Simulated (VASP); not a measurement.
Output of a VASP run:

### OUTCAR
```
 ion  position               nearest neighbor table
   1  0.333  0.667  0.250-   4 2.54   5 2.54   4 2.54   5 2.54   4 2.54   5 2.54
   2  0.667  0.333  0.750-   3 2.54   6 2.54   3 2.54   6 2.54   3 2.54   6 2.54
   3  0.333  0.667  0.872-   2 2.54   2 2.54   2 2.54
   4  0.667  0.333  0.372-   1 2.54   1 2.54   1 2.54
   5  0.667  0.333  0.128-   1 2.54   1 2.54   1 2.54
   6  0.333  0.667  0.628-   2 2.54   2 2.54   2 2.54
  LATTYP: Found a hexagonal cell.
 ALAT       =     3.3168033196
 C/A-ratio  =     4.1203704302
 Subroutine PRICEL returns:
 Original cell was already a primitive cell.
 Subroutine GETGRP returns: Found 24 space group operations
The static configuration has the point symmetry D_3d.
 The point group associated with its full space group is D_6h.
The dynamic configuration has the point symmetry D_3d.
 Subroutine INISYM returns: Found 24 space group operations
 Subroutine IBZKPT returns following result:
 Found     16 irreducible k-points:

 Following reciprocal coordinates:
            Coordinates               Weight
  0.000000  0.000000  0.000000      1.000000
  0.142857  0.000000  0.000000      6.000000
  0.285714  0.000000  0.000000      6.000000
  0.428571  0.000000  0.000000      6.000000
  0.142857  0.142857  0.000000      6.000000
  0.285714  0.142857  0.000000     12.000000
  0.428571  0.142857  0.000000      6.000000
  0.285714  0.285714  0.000000      6.000000
  0.000000  0.000000  0.500000      1.000000
  0.142857  0.000000  0.500000      6.000000
  0.285714  0.000000  0.500000      6.000000
  0.428571  0.000000  0.500000      6.000000
  0.142857  0.142857  0.500000      6.000000
  0.285714  0.142857  0.500000     12.000000
  0.428571  0.142857  0.500000      6.000000
  0.285714  0.285714  0.500000      6.000000
   k-points           NKPTS =     16   k-points in BZ     NKDIM =     16   number of bands    NBANDS=     31
   number of dos      NEDOS =    301   number of ions     NIONS =      6
   total plane-waves  NPLWV =  84672
   dimension x,y,z NGX =    28 NGY =   28 NGZ =  108
   dimension x,y,z NGXF=    56 NGYF=   56 NGZF=  216
   ions per type =               2   4
   PREC   = accura    normal or accurate (medium, high low for compatibility)
   ISTART =      0    job   : 0-new  1-cont  2-samecut
   ICHARG =      2    charge: 1-file 2-atom 10-const
   ISPIN  =      1    spin polarized calculation?
   LNONCOLLINEAR =      F non collinear calculations
   LSORBIT =      F    spin-orbit coupling
   INIWAV =      1    electr: 0-lowe 1-rand  2-diag
   ENCUT  =  520.0 eV  38.22 Ry    6.18 a.u.   6.17  6.17 25.41*2*pi/ulx,y,z
   NELM   =    100;   NELMIN=  2; NELMDL= -5     # of ELM steps
   EDIFF  = 0.1E-05   stopping-criterion for ELM
   LREAL  =      F    real-space projection
   NLSPLINE    = F    spline interpolate recip. space projectors
   LMAXMIX     =    6 max onsite mixed and CHGCAR
   VOSKOWN=      0    Vosko Wilk Nusair interpolation
   EDIFFG = -.2E-01   stopping-criterion for IOM
   NSW    =     60    number of steps for IOM
   NBLOCK =      1;   KBLOCK =     60    inner block; outer block
   IBRION =      2    ionic relax: 0-MD 1-quasi-New 2-CG
   NFREE  =      1    steps in history (QN), initial steepest desc. (CG)
   ISIF   =      3    stress and relaxation
   ISYM   =      2    0-nonsym 1-usesym 2-fastsym
   TEIN   =    0.0    initial temperature
   TEBEG  =    0.0;   TEEND  =   0.0 temperature during run
   SMASS  =  -3.00    Nose mass-parameter (am)
   PSTRESS=    0.0 pullay stress
   NELECT =      52.0000    total number of electrons
   EFERMI =   0.00;   METHOD = LEGACY
   ISMEAR =     0;   SIGMA  =   0.05  broadening in eV -4-tet -1-fermi 0-gaus
   IALGO  =     38    algorithm
   LDIAG  =      T    sub-space diagonalisation (order eigenvalues)
   IMIX   =      4    mixing-type and parameters
     AMIX     =   0.40;   BMIX     =  1.00
     AMIX_MAG =   1.60;   BMIX_MAG =  1.00
     AMIN     =   0.10
   METAGGA = R2SCAN    functional components
   VOSKOWN =     0    Vosko Wilk Nusair interpolation
...
```

File OSZICAR:
```
       N       E                     dE             d eps       ncg     rms          rms(c)
DAV:   1     0.396642854093E+03    0.39664E+03   -0.29055E+04  1112   0.166E+03
DAV:   2    -0.140837739889E+03   -0.53748E+03   -0.52554E+03  1193   0.431E+02
DAV:   3    -0.176123109273E+03   -0.35285E+02   -0.34382E+02  1202   0.987E+01
DAV:   4    -0.177086146739E+03   -0.96304E+00   -0.96012E+00  1265   0.159E+01
DAV:   5    -0.177102274162E+03   -0.16127E-01   -0.16123E-01  1236   0.219E+00    0.316E+01
DAV:   6    -0.171471332797E+03    0.56309E+01   -0.11055E+01  1242   0.245E+01    0.975E+00
DAV:   7    -0.166434539201E+03    0.50368E+01   -0.32012E+00  1285   0.826E+00    0.412E+00
DAV:   8    -0.166196730072E+03    0.23781E+00   -0.83188E-01  1312   0.612E+00    0.131E+00
DAV:   9    -0.164655291003E+03    0.15414E+01   -0.18350E-01  1120   0.333E+00    0.658E-01
DAV:  10    -0.163892784917E+03    0.76251E+00   -0.84312E-02  1097   0.209E+00    0.221E-01
DAV:  11    -0.163361793209E+03    0.53099E+00   -0.25138E-01  1111   0.323E+00    0.265E-01
DAV:  12    -0.163303397445E+03    0.58396E-01   -0.13914E-02  1216   0.847E-01    0.267E-01
DAV:  13    -0.163283886138E+03    0.19511E-01   -0.39083E-03  1111   0.479E-01    0.322E-01
DAV:  14    -0.163528694120E+03   -0.24481E+00   -0.17694E-01  1020   0.241E+00    0.269E-01
DAV:  15    -0.163576348950E+03   -0.47655E-01   -0.12290E-02  1161   0.723E-01    0.160E-01
DAV:  16    -0.163593410690E+03   -0.17062E-01   -0.97598E-03  1090   0.639E-01    0.131E-01
DAV:  17    -0.163593210452E+03    0.20024E-03   -0.23223E-04  1227   0.839E-02    0.144E-01
DAV:  18    -0.163594729621E+03   -0.15192E-02   -0.34289E-03  1048   0.341E-01    0.127E-01
DAV:  19    -0.163594000932E+03    0.72869E-03   -0.12630E-03  1069   0.257E-01    0.761E-02
DAV:  20    -0.163594806348E+03   -0.80542E-03   -0.59648E-04  1139   0.138E-01    0.385E-02
DAV:  21    -0.163594638835E+03    0.16751E-03   -0.70252E-05  1174   0.556E-02    0.449E-02
DAV:  22    -0.163594912817E+03   -0.27398E-03   -0.20821E-04  1132   0.771E-02    0.237E-02
DAV:  23    -0.163594936257E+03   -0.23440E-04   -0.40194E-05  1036   0.407E-02    0.135E-02
DAV:  24    -0.163594940496E+03   -0.42386E-05   -0.76344E-06  1088   0.162E-02    0.105E-02
DAV:  25    -0.163594936579E+03    0.39165E-05   -0.68596E-06  1182   0.118E-02    0.777E-03
DAV:  26    -0.163594935375E+03    0.12043E-05   -0.62718E-06   997   0.162E-02    0.709E-03
DAV:  27    -0.163594937088E+03   -0.17130E-05   -0.45423E-07   636   0.450E-03    0.739E-03
DAV:  28    -0.163594942443E+03   -0.53548E-05   -0.11819E-06   664   0.898E-03    0.632E-03
DAV:  29    -0.163594943916E+03   -0.14735E-05   -0.10354E-06   735   0.682E-03    0.282E-03
DAV:  30    -0.163594944564E+03   -0.64814E-06   -0.10523E-06   608   0.661E-03
   1 F= -.16359494E+03 E0= -.16359494E+03  d E =-.163595E+03
```

### OUTCAR
```
------------------------ aborting loop because EDIFF is reached ----------------------------------------
  FORCE on cell =-STRESS in cart. coord.  units (eV):
  Direction    XX          YY          ZZ          XY          YZ          ZX
  --------------------------------------------------------------------------------------
  Total        0.0270330      0.0270330     -0.0336238      0.0000000      0.0000000      0.0000000
  in kB        0.3326437      0.3326436     -0.4137432      0.0000000      0.0000000      0.0000000
  external PRESSURE =       0.0838480 kB  Pullay stress =       0.0000000 kB
  volume of cell :      130.20
      direct lattice vectors                 reciprocal lattice vectors
     1.658401805 -2.872435850  0.000000000     0.301495089 -0.174068291  0.000000000
     1.658401805  2.872435850  0.000000000     0.301495089  0.174068291  0.000000000
     0.000000000  0.000000000 13.666458321     0.000000000  0.000000000  0.073171847
 POSITION                                       TOTAL-FORCE (eV/Angst)
 -----------------------------------------------------------------------------------
      1.65840      0.95748      3.41661        -0.000000      0.000000     -0.000000
      1.65840     -0.95748     10.24984         0.000000     -0.000000     -0.000000
      1.65840      0.95748     11.91375         0.000000      0.000000     -0.013469
      1.65840     -0.95748      5.08052         0.000000      0.000000     -0.013469
      1.65840     -0.95748      1.75270         0.000000     -0.000000      0.013469
      1.65840      0.95748      8.58593         0.000000      0.000000      0.013469
 -----------------------------------------------------------------------------------
    total drift:                                0.000000      0.001082     -0.000034
  FREE ENERGIE OF THE ION-ELECTRON SYSTEM (eV)
  ---------------------------------------------------
  free  energy   TOTEN  =      -163.5949445642 eV

  energy  without entropy=     -163.5949445642  energy(sigma->0) =     -163.59494456

 reached required accuracy - stopping structural energy minimisation
```
(Selected blocks of OUTCAR.)

**POSCAR**
```
WSe2
1
    1.6584018049    -2.8724358504    -0.0000000000
    1.6584018049     2.8724358504    -0.0000000000
    0.0000000000    -0.0000000000    13.6664583210
W Se
2 4
Direct
  0.3333330000   0.6666670000   0.2500000000
  0.6666670000   0.3333330000   0.7500000000
  0.3333330000   0.6666670000   0.8717513624
  0.6666670000   0.3333330000   0.3717513624
  0.6666670000   0.3333330000   0.1282486376
  0.3333330000   0.6666670000   0.6282486376
```

**Question.** Write an INCAR and KPOINTS that could have produced this output.

**Answer.** This is not unique; one that fits is the input of the run itself, r2SCAN meta-GGA, plane waves, VASP's PBE PAW potentials (set 64).

KPOINTS:
```
Automatic mesh
0
Gamma
7 7 2
0 0 0
```

### INCAR
```
! general
SYSTEM  = WSe2
PREC    = Accurate
ENCUT   = 520
LREAL   = .FALSE.
LASPH   = .TRUE.

! electronic loop
EDIFF   = 1E-6
NELM    = 100
ALGO    = Normal
LMAXMIX = 6
LMIXTAU = .TRUE.

! smearing
ISMEAR  = 0
SIGMA   = 0.05

! functional
METAGGA = R2SCAN

! ions
IBRION  = 2
NSW     = 60
ISIF    = 3
EDIFFG  = -0.02

! output
LWAVE   = .FALSE.
LCHARG  = .FALSE.
```

POTCAR, in this order: W_sv Se (PBE.64 set). Program: vasp_std.

The compound is WSe2 in the 2H layered structure. It was relaxed first, which changed the volume by +8 %. The start is the result of an earlier pass.
